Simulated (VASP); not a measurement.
Method: r2SCAN meta-GGA, VASP's PBE PAW potentials (set 64) (plane waves; VASP).

VASP input:

### KPOINTS
```
Automatic mesh
0
gamma
  11 11 11
0 0 0
```

### POSCAR
```
GeW
1
    0.0000000000     2.5606326020     2.5606326020
    2.5606326020     0.0000000000     2.5606326020
    2.5606326020     2.5606326020    -0.0000000000
Ge W
1 1
Direct
  0.0000000000   0.0000000000   0.0000000000
  0.5000000000   0.5000000000   0.5000000000
```

**INCAR**
```
LMIXTAU  =  .True.
METAGGA  =  R2SCAN
ALGO  =  Normal
PREC  =  Accurate
EDIFF  =  1E-6   ! SCF stop (eV)
SIGMA  =  0.1   ! width (eV)
LMAXMIX  =  6   ! l cut-off of mixed one-centre charges
NSW  =  60
IBRION  =  2
LCHARG  =  .False.
EDIFFG  =  -0.01   ! ionic stop
ISMEAR  =  1   ! Methfessel-Paxton
LWAVE  =  .False.
LASPH  =  .True.
ISIF  =  3   ! ions, shape and volume
NELM  =  100   ! most electronic steps
ENCUT  =  400   ! plane-wave cut-off (eV)
SYSTEM  =  GeW
LREAL  =  .False.   ! projection in real space or not
```

POTCAR, in this order: Ge_d W_sv (PBE.64 set). Program: vasp_std.

The resulting files:

### OUTCAR
```
 ion  position               nearest neighbor table
   1  0.000  0.000  0.000-   2 2.56   2 2.56   2 2.56   2 2.56   2 2.56   2 2.56
   2  0.500  0.500  0.500-   1 2.56   1 2.56   1 2.56   1 2.56   1 2.56   1 2.56
  LATTYP: Found a face centered cubic cell.
 ALAT       =     5.1212652040
 Subroutine PRICEL returns:
 Original cell was already a primitive cell.
 Subroutine GETGRP returns: Found 48 space group operations
The static configuration has the point symmetry O_h .
The dynamic configuration has the point symmetry O_h .
 Subroutine INISYM returns: Found 48 space group operations
 Subroutine IBZKPT returns following result:
 Found     56 irreducible k-points:

 Following reciprocal coordinates:
            Coordinates               Weight
  0.000000  0.000000  0.000000      1.000000
  0.090909  0.000000  0.000000      8.000000
  0.181818  0.000000  0.000000      8.000000
  0.272727  0.000000  0.000000      8.000000
  0.363636  0.000000  0.000000      8.000000
  0.454545  0.000000  0.000000      8.000000
  0.090909  0.090909  0.000000      6.000000
  0.181818  0.090909  0.000000     24.000000
  0.272727  0.090909  0.000000     24.000000
...
```

**OSZICAR**
```
       N       E                     dE             d eps       ncg     rms          rms(c)
DAV:   1     0.152020984061E+03    0.15202E+03   -0.14798E+04  2206   0.326E+03
DAV:   2    -0.535393052051E+02   -0.20556E+03   -0.20211E+03  2058   0.548E+02
DAV:   3    -0.688603500443E+02   -0.15321E+02   -0.14841E+02  2366   0.124E+02
DAV:   4    -0.692750793282E+02   -0.41473E+00   -0.40969E+00  2344   0.194E+01
DAV:   5    -0.692821008966E+02   -0.70216E-02   -0.70159E-02  2378   0.268E+00    0.195E+01
DAV:   6    -0.631902164657E+02    0.60919E+01   -0.49543E+00  2108   0.210E+01    0.298E+00
DAV:   7    -0.633373994299E+02   -0.14718E+00   -0.21961E-01  2128   0.411E+00    0.234E+00
DAV:   8    -0.633045829508E+02    0.32816E-01   -0.26705E-01  2076   0.472E+00    0.683E-01
DAV:   9    -0.633412760162E+02   -0.36693E-01   -0.12867E-01  2030   0.282E+00    0.328E-01
DAV:  10    -0.633506641295E+02   -0.93881E-02   -0.66852E-03  2058   0.579E-01    0.166E-01
DAV:  11    -0.633499803538E+02    0.68378E-03   -0.30689E-03  2130   0.461E-01    0.158E-01
DAV:  12    -0.633509364350E+02   -0.95608E-03   -0.21073E-03  2028   0.384E-01    0.122E-02
DAV:  13    -0.633509375546E+02   -0.11196E-05   -0.10309E-04  2280   0.994E-02    0.967E-03
DAV:  14    -0.633509539170E+02   -0.16362E-04   -0.55031E-06  1798   0.228E-02    0.353E-03
DAV:  15    -0.633509490695E+02    0.48475E-05   -0.68762E-06  1650   0.250E-02    0.536E-03
DAV:  16    -0.633509578984E+02   -0.88288E-05   -0.14102E-06  1504   0.124E-02    0.194E-03
DAV:  17    -0.633509555345E+02    0.23638E-05   -0.95689E-07  1372   0.713E-03    0.334E-04
DAV:  18    -0.633509557475E+02   -0.21298E-06   -0.34886E-08  1028   0.222E-03
   1 F= -.63350956E+02 E0= -.63350493E+02  d E =-.633510E+02
```

OUTCAR:
```
------------------------ aborting loop because EDIFF is reached ----------------------------------------
  FORCE on cell =-STRESS in cart. coord.  units (eV):
  Direction    XX          YY          ZZ          XY          YZ          ZX
  --------------------------------------------------------------------------------------
  Total        0.0151455      0.0151455      0.0151455     -0.0000000      0.0000000     -0.0000000
  in kB        0.7226386      0.7226386      0.7226386     -0.0000000      0.0000000     -0.0000000
  external PRESSURE =       0.7226386 kB  Pullay stress =       0.0000000 kB
  volume of cell :       33.58
      direct lattice vectors                 reciprocal lattice vectors
     0.000000000  2.560632602  2.560632602    -0.195264248  0.195264248  0.195264248
     2.560632602  0.000000000  2.560632602     0.195264248 -0.195264248  0.195264248
     2.560632602  2.560632602  0.000000000     0.195264248  0.195264248 -0.195264248
 POSITION                                       TOTAL-FORCE (eV/Angst)
 -----------------------------------------------------------------------------------
      0.00000      0.00000      0.00000         0.000000      0.000000     -0.000000
      2.56063      2.56063      2.56063        -0.000000     -0.000000      0.000000
 -----------------------------------------------------------------------------------
    total drift:                                0.000000     -0.000000     -0.000000
  FREE ENERGIE OF THE ION-ELECTRON SYSTEM (eV)
  ---------------------------------------------------
  free  energy   TOTEN  =       -63.3509557475 eV

  energy  without entropy=      -63.3495689315  energy(sigma->0) =      -63.35049348

 reached required accuracy - stopping structural energy minimisation
```
(Selected blocks of OUTCAR.)

The structure was generated: GeW was put into the rocksalt type (Fm-3m), which need not be its known phase. It was relaxed first, which changed the volume by -25 %. The start is the result of an earlier pass.
